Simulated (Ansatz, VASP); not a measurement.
# Cross-check of Te3As2 (Kalgoorlieite) between VASP and Ansatz

Wanted: the spread between two codes on one cell, functional and k mesh. The cell is taken from a series of runs on this material, whose earlier steps may have relaxed, scaled, displaced or heated it; both programs get it as it stands.

Program: Ansatz 0.2.0. Level of theory: plane waves, with VASP 6.6.1 beside it; LDA. Results are calculated unless marked as measured.

**1. The structure**

The structure is monoclinic, space group C2/m (No. 12). The conventional cell has a = 14.357 Å, b = 4.020 Å, c = 9.899 Å, α = 90.00°, β = 95.11°, γ = 90.00°. Nearest to Te lie 3 As at 2.74 to 2.99 Å. Te has 3 As at 2.65 to 2.95 Å nearest. Te has 3 As at 2.76 to 2.82 Å nearest. Nearest to As lie 6 Te at 2.76 to 2.99 Å. Nearest to As lie 3 Te at 2.65 to 2.74 Å. Farther neighbours and most contacts between anions are not listed.

As a file:

```xyz
10
Lattice="7.1787 -2.0099 0.0000 7.1787 2.0099 0.0000 -0.8812 0.0000 9.8597" Properties=species:S:1:pos:R:3 pbc="T T T"
Te    0.1622    0.0000    2.8278
Te   13.3139    0.0000    7.0319
Te   10.8670    0.0000    3.3424
Te    2.6092    0.0000    6.5173
Te    5.3441    0.0000    0.3500
Te    8.1320    0.0000    9.5097
As    2.7847    0.0000    1.3882
As   10.6914    0.0000    8.4715
As    8.4171    0.0000    4.3442
As    5.0590    0.0000    5.5155
```

**2. VASP: single point, LDA**

With cell and atoms fixed, the geometry can't cause a difference; cores, projectors, grids and the points listed under the comparison can.

Lines of VASP's logs that name or quote its potential files are left out, and so is its time.

Contents of INCAR:

```
SYSTEM = Te3As2
PREC = Accurate
ENCUT = 400
EDIFF = 1E-06
NELM = 120
ISMEAR = -1
SIGMA = 0.02
LREAL = .FALSE.
ALGO = Normal
GGA = PW92
NBANDS = 38
LORBIT = 11
LWAVE = .FALSE.
LCHARG = .FALSE.
ISIF = 2
LASPH = .TRUE.
GGA_COMPAT = .FALSE.
EFERMI = MIDGAP
KPAR = 2
```

Contents of POSCAR:

```
Te3As2
1.0
    7.1786500000     -2.0099500000      0.0000000000
    7.1786500000      2.0099500000      0.0000000000
   -0.8811692412      0.0000000000      9.8597029250
Te As
6 4
Direct
    0.0289000000      0.0289000000      0.2868000000
    0.9711000000      0.9711000000      0.7132000000
    0.7777000000      0.7777000000      0.3390000000
    0.2223000000      0.2223000000      0.6610000000
    0.3744000000      0.3744000000      0.0355000000
    0.6256000000      0.6256000000      0.9645000000
    0.2026000000      0.2026000000      0.1408000000
    0.7974000000      0.7974000000      0.8592000000
    0.6133000000      0.6133000000      0.4406000000
    0.3867000000      0.3867000000      0.5594000000
```

Contents of KPOINTS:

```
Automatic mesh
0
Gamma
6 6 2
0 0 0
```

The projector-augmented-wave data sets are Te and As (LDA family, release 64).

On the command line:

```
> mpirun -np 2 vasp_std
```

Numbers of over 12 decimals in the logs are rounded to 6 here.

Log:

```text
[banner, memory and clock lines left out]
running    2 mpi-ranks, on    1 nodes
 distrk:  each k-point on    1 cores,    2 groups
 distr:  one band on    1 cores,    1 groups

 POSCAR found type information on POSCAR TeAs
 POSCAR found :  2 types and      10 ions
|                                                                             |
|               ----> ADVICE to this user running VASP <----                  |
|                                                                             |
|     You enforced a specific xc type in the INCAR file but a different       |
|     [... a line on the potential file left out ...]
|     I HOPE YOU KNOW WHAT YOU ARE DOING!                                     |
|                                                                             |

 LDA part: xc-table for (Slater(with rela. corr.)+PW92), standard interpolation
 POSCAR, INCAR and KPOINTS ok, starting setup
 FFT: planning ... GRIDC
 FFT: planning ... GRID_SOFT
 FFT: planning ... GRID
 WAVECAR not read
 entering main loop
       N       E                     dE             d eps       ncg     rms          rms(c)
DAV:   1     0.231516477188E+03    0.23152E+03   -0.18178E+04  1976   0.984E+02
DAV:   2    -0.225369354195E+02   -0.25405E+03   -0.24604E+03  2560   0.168E+02
DAV:   3    -0.439066094343E+02   -0.21370E+02   -0.21051E+02  2330   0.521E+01
DAV:   4    -0.444688222173E+02   -0.56221E+00   -0.55852E+00  2614   0.918E+00
DAV:   5    -0.444837227820E+02   -0.14901E-01   -0.14893E-01  2532   0.163E+00    0.149E+01
DAV:   6    -0.443743645679E+02    0.10936E+00   -0.76305E-02  2568   0.115E+00    0.919E+00
DAV:   7    -0.443325034261E+02    0.41861E-01   -0.12934E-01  2392   0.132E+00    0.511E-01
DAV:   8    -0.443313705198E+02    0.11329E-02   -0.12401E-02  2330   0.465E-01    0.378E-01
DAV:   9    -0.443311150634E+02    0.25546E-03   -0.16040E-03  2492   0.142E-01    0.178E-01
DAV:  10    -0.443310633898E+02    0.51674E-04   -0.27627E-04  2402   0.601E-02    0.454E-02
DAV:  11    -0.443310636123E+02   -0.22240E-06   -0.34284E-05  2480   0.231E-02    0.235E-02
DAV:  12    -0.443310630102E+02    0.60209E-06   -0.52361E-06  2270   0.981E-03
   1 F= -.44331063E+02 E0= -.44331062E+02  d E =-.156524E-05
```

Parts of OUTCAR (step 2):

```text
ion  position               nearest neighbor table
   1  0.029  0.029  0.287-   9 2.74   9 2.74   7 2.99
   2  0.971  0.971  0.713-  10 2.74  10 2.74   8 2.99
   3  0.778  0.778  0.339-   9 2.65   7 2.95   7 2.95  10 3.26  10 3.26
   4  0.222  0.222  0.661-  10 2.65   8 2.95   8 2.95   9 3.26   9 3.26
   5  0.374  0.374  0.035-   7 2.76   8 2.82   8 2.82
   6  0.626  0.626  0.965-   8 2.76   7 2.82   7 2.82
   7  0.203  0.203  0.141-   5 2.76   6 2.82   6 2.82   3 2.95   3 2.95   1 2.99
   8  0.797  0.797  0.859-   6 2.76   5 2.82   5 2.82   4 2.95   4 2.95   2 2.99
   9  0.613  0.613  0.441-   3 2.65   1 2.74   1 2.74   4 3.26   4 3.26
  10  0.387  0.387  0.559-   4 2.65   2 2.74   2 2.74   3 3.26   3 3.26

  LATTYP: Found a base centered monoclinic cell.
 ALAT       =    14.3573000000
 B/A-ratio  =     0.2799899703
 C/A-ratio  =     0.6894750406
 COS(beta)  =    -0.0890159856

 Subroutine GETGRP returns: Found  4 space group operations
 (whereof  4 operations were pure point group operations)

The static configuration has the point symmetry C_2h.

 Found     26 irreducible k-points:

   k-points           NKPTS =     26   k-points in BZ     NKDIM =     26   number of bands    NBANDS=     38

   dimension x,y,z NGX =    50 NGY =   50 NGZ =   70
   dimension x,y,z NGXF=   100 NGYF=  100 NGZF=  140

   ENCUT  =  400.0 eV  29.40 Ry    5.42 a.u.  12.16 12.16 16.14*2*pi/ulx,y,z

   NELECT =      56.0000    total number of electrons

 k-points in reciprocal lattice and weights: Automatic mesh
   0.00000000  0.00000000  0.00000000       0.014
   0.16666667  0.00000000  0.00000000       0.056
   0.33333333  0.00000000  0.00000000       0.056
   0.50000000  0.00000000  0.00000000       0.028
   0.16666667  0.16666667  0.00000000       0.028
   0.33333333  0.16666667  0.00000000       0.056
   0.50000000  0.16666667  0.00000000       0.056
  -0.33333333  0.16666667 -0.00000000       0.056
  -0.16666667  0.16666667  0.00000000       0.028
[...]
-0.33333333  0.33333333  0.50000000       0.028
   0.50000000  0.50000000  0.50000000       0.014

 average (electrostatic) potential at core
       1 -89.7271       2 -89.7271       3 -89.5764       4 -89.5764       5 -89.5901
       6 -89.5901       7 -52.9978       8 -52.9978       9 -53.0175      10 -53.0175

 E-fermi :   5.7492

 k-point     1 :       0.0000    0.0000    0.0000
  band No.  band energies     occupation
    ...
     24       4.8414      2.00000
     25       4.9082      2.00000
     26       4.9517      2.00000
     27       5.1211      2.00000
     28       5.1323      2.00000
     29       6.6008      0.00000
     30       6.8657      0.00000
     31       7.1545      0.00000
     32       7.3582      0.00000
     33       7.3613      0.00000
    ...

 k-point     2 :       0.1667    0.0000    0.0000
  band No.  band energies     occupation
    ...
     24       4.5231      2.00000
     25       4.8085      2.00000
     26       5.0105      2.00000
     27       5.1901      2.00000
     28       5.4795      2.00000
     29       6.7272      0.00000
     30       6.8317      0.00000
     31       7.0155      0.00000
     32       7.2344      0.00000
     33       7.4683      0.00000
    ...

 k-point     3 :       0.3333    0.0000    0.0000
  band No.  band energies     occupation
    ...
     24       4.4201      2.00000
     25       4.5707      2.00000
     26       4.7963      2.00000
     27       4.9131      2.00000
     28       5.0555      2.00000
     29       6.5726      0.00000
     30       6.6432      0.00000
     31       6.9027      0.00000
     32       7.2764      0.00000
     33       7.7399      0.00000
    ...

  Total       -3.1164370     -2.9261770     -3.1390718      0.0000000      0.0000000     -0.7731216
  in kB      -17.5487856    -16.4774239    -17.6762434      0.0000000      0.0000000     -4.3534795
  external PRESSURE =     -17.2341510 kB  Pullay stress =       0.0000000 kB

  energy-cutoff  :      400.00
  volume of cell :      284.53
      direct lattice vectors                 reciprocal lattice vectors
     7.178650000 -2.009950000  0.000000000     0.069650979 -0.248762407  0.006224762
     7.178650000  2.009950000  0.000000000     0.069650979  0.248762407  0.006224762
    -0.881169241  0.000000000  9.859702925     0.000000000  0.000000000  0.101422934

 POSITION                                       TOTAL-FORCE (eV/Angst)
 -----------------------------------------------------------------------------------
      0.16221      0.00000      2.82776         0.107206      0.000000     -0.077344
     13.31392      0.00000      7.03194        -0.107206      0.000000      0.077344
     10.86696      0.00000      3.34244         0.056841      0.000000     -0.064403
      2.60917      0.00000      6.51726        -0.056841      0.000000      0.064403
      5.34409      0.00000      0.35002        -0.061519      0.000000     -0.035541
      8.13204      0.00000      9.50968         0.061519      0.000000      0.035541
      2.78472      0.00000      1.38825        -0.028546      0.000000      0.119734
     10.69141      0.00000      8.47146         0.028546      0.000000     -0.119734
      8.41709      0.00000      4.34419         0.029904      0.000000      0.123552
      5.05904      0.00000      5.51552        -0.029904      0.000000     -0.123552
 -----------------------------------------------------------------------------------
    total drift:                                0.000000     -0.000000     -0.000000

  FREE ENERGIE OF THE ION-ELECTRON SYSTEM (eV)
  ---------------------------------------------------
  free  energy   TOTEN  =       -44.3310630102 eV

  energy  without entropy=      -44.3310614449  energy(sigma->0) =      -44.33106223

 total charge
# of ion       s       p       d       tot
------------------------------------------
    1        1.416   1.882   0.037   3.335
    2        1.416   1.882   0.037   3.335
    3        1.415   1.894   0.042   3.350
    4        1.415   1.894   0.042   3.350
    5        1.413   1.895   0.037   3.345
    6        1.413   1.895   0.037   3.345
    7        1.377   1.197   0.061   2.636
    8        1.377   1.197   0.061   2.636
    9        1.346   1.258   0.046   2.650
   10        1.346   1.258   0.046   2.650
--------------------------------------------------
tot         13.934  16.252   0.448  30.633

[... 3 further parts left out ...]
```

The gap is read on the k-mesh alone, so it is an upper bound where the band edges lie off the mesh.

**3. Ansatz: single point, LDA**

Ansatz runs on its default PAW (the set named soft_2) files.

The same cell, functional (in two slightly different forms), mesh and smearing now go to Ansatz, which takes its cutoff from its data sets.

Contents of input.yaml:

```yaml
crystal:
  lattice:
    - [7.17865, -2.00995, 0.0]
    - [7.17865, 2.00995, 0.0]
    - [-0.8811692412, 0.0, 9.859702925]
  atoms:
    - { symbol: Te, position: [0.0289, 0.0289, 0.2868] }
    - { symbol: Te, position: [0.9711, 0.9711, 0.7132] }
    - { symbol: Te, position: [0.7777, 0.7777, 0.339] }
    - { symbol: Te, position: [0.2223, 0.2223, 0.661] }
    - { symbol: Te, position: [0.3744, 0.3744, 0.0355] }
    - { symbol: Te, position: [0.6256, 0.6256, 0.9645] }
    - { symbol: As, position: [0.2026, 0.2026, 0.1408] }
    - { symbol: As, position: [0.7974, 0.7974, 0.8592] }
    - { symbol: As, position: [0.6133, 0.6133, 0.4406] }
    - { symbol: As, position: [0.3867, 0.3867, 0.5594] }
kpoints:
  mp_grid: { grid: [6, 6, 2] }
  band_path:
    path:
      - [[0.0, 0.0, 0.0], [-0.26975513, 0.26975513, 0.0]]
      - [[-0.73024487, -0.26975513, 0.0], [-0.5, -0.5, 0.0], [0.0, 0.0, 0.0], [-0.5, -0.5, 0.5], [-0.73279539, -0.26720461, 0.5]]
      - [[-0.26720461, 0.26720461, 0.5], [0.0, 0.0, 0.5], [0.0, 0.0, 0.0]]
      - [[-0.5, 0.0, 0.5], [0.0, 0.0, 0.0], [-0.5, 0.0, 0.0]]
    npoints: 10
hamiltonian:
  xc: lda
scf:
  occupations: { method: fermi_dirac, width: 0.02 }
  n_extra_bands: 7
output:
  eigenvalues: true
  write_density: true
  write_potential: true
  elf: true
  volumetric_format: npy
```

On the command line:

```
> ansatz run input.yaml --threads 3 --pin off --max-ram 92160MiB --backend cuda --events-out ev --progress --plain --runs-dir out --devices 1 --max-vram 13GiB
```

Log:

```text
scf.n_extra_bands = 7 over 78 filled bands (N_el = 156.0): the run solves 85 bands
GPUs: using 1 of 1 available (devices: 1).
Engine: ansatz 0.2.0, x86_64-unknown-linux-gnu
Pseudopotentials: kind: paw
Pseudopotential: Te, paw, valence charge 16, recommended cutoff 420 eV (normal), Te.paw.azcp
Pseudopotential: As, paw, valence charge 15, recommended cutoff 420 eV (normal), As.paw.azcp
Functional definition: SPW92
  exchange = slater_x
  correlation = pw_c
device memory: the entry about to start is reckoned to put 6.5 GiB on a device that reports 34.7 GiB free (of which the cap on the GPU budget leaves the run 13.0 GiB)
GPU FFT provider: cuFFT
GPU libraries: cuBLAS 13.8.2, cuFFT 12.4.0, cuSOLVER 12.3.4
Crystal: 10 atoms, lattice volume = 284.526 Å³
Basis set: ecut = 420 eV, 5571 PW (Γ)
Bands: 85, of which v1, the nominal top of the filled ones, is band 78 counted from 1 (77 counted from 0)
Symmetry: 4 space group operations
Space group: C2/m (ITA 12), of the structure as read, at distance tolerance 6.6e-5 Å
k-points: 26 of 72
Non-local potential: Te, projectors of the file, l = 0: 2, l = 1: 2, l = 2: 2, l = 3: 2
Non-local potential: As, projectors of the file, l = 0: 2, l = 1: 2, l = 2: 3, l = 3: 1
PAW form: soft (Blöchl's): semilocal exchange-correlation on the pseudo side does not see the compensation charge
PAW frozen core: Te, regenerated for the run's functional, and the local potential with it (the file was generated under x = pbe(κ = 0.804, μ = 0.219515), c = pbe(β = 0.066725))
PAW frozen core: As, regenerated for the run's functional, and the local potential with it (the file was generated under x = pbe(κ = 0.804, μ = 0.219515), c = pbe(β = 0.066725))
PAW one-centre angular grid: Te, 590 points (default); XC on 64 Gauss nodes
PAW one-centre angular grid: As, 590 points (default); XC on 64 Gauss nodes
Initial density: superposition of atomic densities (neutral atoms: chi_scale 0, normalization atom), corrected by the library's trained network
Initial wavefunctions: pseudopotential atomic-orbital guess
GPU buffer pool allocated for 180000 grid points (all kernels)
GPU transforms: local potential and band sums: pruned to the plane-wave sphere, on 50×50×72
Functional: x = slater, c = lda
SCF iter   1: F=—  HF=-60057.862891 eV  |F-HF|=—  |Δ(HF+E_count)|=         —  Δρ=4.55e-3  dr2=4.47e-2  ethr=1.77e-3  ⟨swp⟩=6.3  Hψ=8602  notcnv=0
preconditioner: auto → Resta (q_TF=auto, 2.468 Å⁻¹)  ε∞=6.0  [insulator: Δε(μ)=0.432 eV  Ē_g=7.378 eV  σ=0.020 eV  W_gap=1.00  n_scr=66 (ndim 8)  ℏωp=16.5 eV  f_vac=0.017  D(μ)=0.00/eV (n_scr^D=0)  ε∞_Penn≈6.0]
SCF iter   2: F=—  HF=-60057.846558 eV  |F-HF|=—  |Δ(HF+E_count)|=   1.63e-2  Δρ=2.46e-3  dr2=1.03e-2  ethr=2.86e-5  ⟨swp⟩=2.2  Hψ=3454  notcnv=0  defer=49
SCF iter   3: F=—  HF=-60057.844002 eV  |F-HF|=—  |Δ(HF+E_count)|=   2.56e-3  Δρ=4.86e-4  dr2=1.25e-3  ethr=6.59e-6  ⟨swp⟩=3.0  Hψ=4323  notcnv=0  defer=49
SCF iter   4: F=—  HF=-60057.843989 eV  |F-HF|=—  |Δ(HF+E_count)|=   1.33e-5  Δρ=1.72e-4  dr2=1.60e-4  ethr=8.01e-7  ⟨swp⟩=2.0  Hψ=3408  notcnv=0  defer=49
SCF iter   5: F=—  HF=-60057.843213 eV  |F-HF|=—  |Δ(HF+E_count)|=   7.76e-4  Δρ=5.13e-5  dr2=1.39e-5  ethr=1.02e-7  ⟨swp⟩=2.2  Hψ=3409  notcnv=0  defer=49
SCF iter   6: F=—  HF=-60057.844111 eV  |F-HF|=—  |Δ(HF+E_count)|=   8.99e-4  Δρ=2.12e-5  dr2=2.67e-6  ethr=8.94e-9  ⟨swp⟩=2.2  Hψ=2990  notcnv=0  defer=49
SCF iter   7: F=—  HF=-60057.844111 eV  |F-HF|=—  |Δ(HF+E_count)|=   1.79e-8  Δρ=6.77e-6  dr2=3.52e-7  ethr=1.71e-9  ⟨swp⟩=2.4  Hψ=3227  notcnv=0  defer=49
SCF iter   8: F=-60057.844111 eV  HF=-60057.844111 eV  |F-HF|=5.17e-8  |Δ(HF+E_count)|=   8.70e-9  Δρ=2.78e-6  dr2=4.62e-8  ethr=6.41e-11  ⟨swp⟩=8.0  Hψ=7908  notcnv=0
SCF 1 converged in 8 iterations: F = -60057.844111 eV  dr2 = 4.62e-8
  greatest PAW one-centre occupation: 0.999 electrons in one spin orbital (limit 2), on the As atom at site 7 (counted from 0), in its partial waves of l = 2
device memory: the entry about to start is reckoned to put 4.9 GiB on a device that reports 32.7 GiB free (of which the cap on the GPU budget leaves the run 13.0 GiB)
NSCF: frozen V_eff on 94 k-points
SCF converged after 8 iterations
Free energy (F): -60057.844111 eV
Harris-Foulkes:  -60057.844111 eV  (|F-HF|=5.17e-8)
Internal energy: -60057.844110 eV  (E = F + TS)
E sigma→0 (E₀):  -60057.844111 eV
Entropy (-TS):   -0.000001 eV (-0.000 meV/atom)
Fermi energy:    9.157778 eV
--- Per-component energies (eV) ---
  E_band       = -2562.381975
  E_kinetic    = 1499.242443
  E_local      = -15038.096836  (includes V_loc(G=0)·N_el)
  E_nonlocal   = -4491.454317
  E_hartree    = 8897.080658
  E_xc         = -1058.786884
  E_vxc        = -946.711772  (∫ρ·V_xc dr)
  E_paw        = -34069.626855  (= ΣΔE_a)
  E_vpaw       = -1379.543226  (= ΣTr[D̂ρ^β])
  E_aug_tail   = -0.001168  (compensation charges beyond the density's cutoff)
  E_ewald      = -15808.574038
  E_core_change = 12.372887  (= ΣΔE_core)
  E_smearing   = -0.000001  (= −TS)
  E_closure    = -0.000000  (closes the sum)
  Σ components = -60057.844111   (vs F -60057.844111, Δ=0.00e0)
--- Band table (eV; the first three rows and the last of 26) ---
  k-point 0: bands = [... 74 lower, 8.3222, 8.3575, 8.5278, 8.5340, 10.0150, 10.2712, 10.5641, 10.7729, ... 3 higher]
  k-point 1: bands = [... 74 lower, 8.4339, 8.6169, 8.7376, 8.7799, 9.6993, 9.7789, 10.1378, 10.2914, ... 3 higher]
  k-point 2: bands = [... 74 lower, 8.2154, 8.4199, 8.5979, 8.8843, 10.1379, 10.2459, 10.4262, 10.6484, ... 3 higher]
  k-point 25: bands = [... 74 lower, 8.3660, 8.6282, 8.7208, 8.8196, 9.3462, 9.4314, 9.8837, 10.4467, ... 3 higher]
```

**4. Differences**

Known differences besides the potentials themselves: the data sets hold 156 valence electrons in Ansatz (on its default PAW (the set named soft_2) files) and 56 in VASP; the cutoff is 420 eV in Ansatz and 400 eV in VASP; VASP's log shows a relativistic correction to its local exchange, Ansatz's none. Total energies have different zeros and are not compared.

The two programs side by side:

```
              quantity  Ansatz   VASP  difference
gap on the k mesh (eV)   0.412  0.406      +0.006
```

A gap on the mesh is an upper bound, since the band edges may lie between its points.

**5. Outcome**

| Quantity | Value |
| --- | --- |
| difference in gap on the k mesh (single point, LDA) | 0.0059 eV |

The difference in gap on the k mesh is 0.0059 eV (single point, LDA), within the 0.08 eV picked in this series as the mark of a large difference. The data sets hold unlike numbers of valence electrons (156 in Ansatz and 56 in VASP), so part of the differences may come from the potentials. Such differences can come from data sets, numerical settings and the points named under the comparisons, not from the functional's error against experiment.

[Lines on the potential files, build, host, timing and source positions are cut from VASP's logs without a mark.]

[Logs are printed without paths, hosts, clocks, repeated set-up lines and the standing remarks that a program may print on its own settings, such as how far it seeks lower states.]

[Hosts, paths, dates, database ids (printed as entryN), source tags and the programs' standing remarks are cut or masked in the printed files.]
